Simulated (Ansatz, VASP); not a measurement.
# Li3Sc: VASP beside Ansatz

```
Li Sc
1.0
     6.23146    0.00000    0.00000
    -3.11573    5.39660    0.00000
     0.00000    0.00000    4.93267
Li Sc
6 2
Direct
  0.32174 0.16087 0.75000
  0.16087 0.32174 0.25000
  0.16087 0.83913 0.25000
  0.67826 0.83913 0.25000
  0.83913 0.16087 0.75000
  0.83913 0.67826 0.75000
  0.66667 0.33333 0.25000
  0.33333 0.66667 0.75000
```

Alike in both runs: task single point; functional PBE; k mesh 5 × 5 × 5; no spin polarisation.

|  | VASP | Ansatz |
| --- | --- | --- |
| version | VASP 6.6.1 | Ansatz 0.2.0 |
| potentials or method | VASP PAW PBE potentials, release 64 (Li_sv, Sc_sv) | plane waves, PAW |
| plane-wave cutoff (eV) | 520 | 630 |
| occupations | fermi-dirac, width 0.1 eV | fermi-dirac |
| valence electrons in the cell | 40 | 40 |

```csv
,VASP,Ansatz,Ansatz less VASP
gap on the k mesh at the Fermi level (eV),none,none,-
rms of the force components (eV/Å),0.011,0.011,-0.0004
```

Atom by atom the forces differ by 0.000 eV/Å (rms over components). A gap of «none» marks a metal or a gap that the smearing closes.
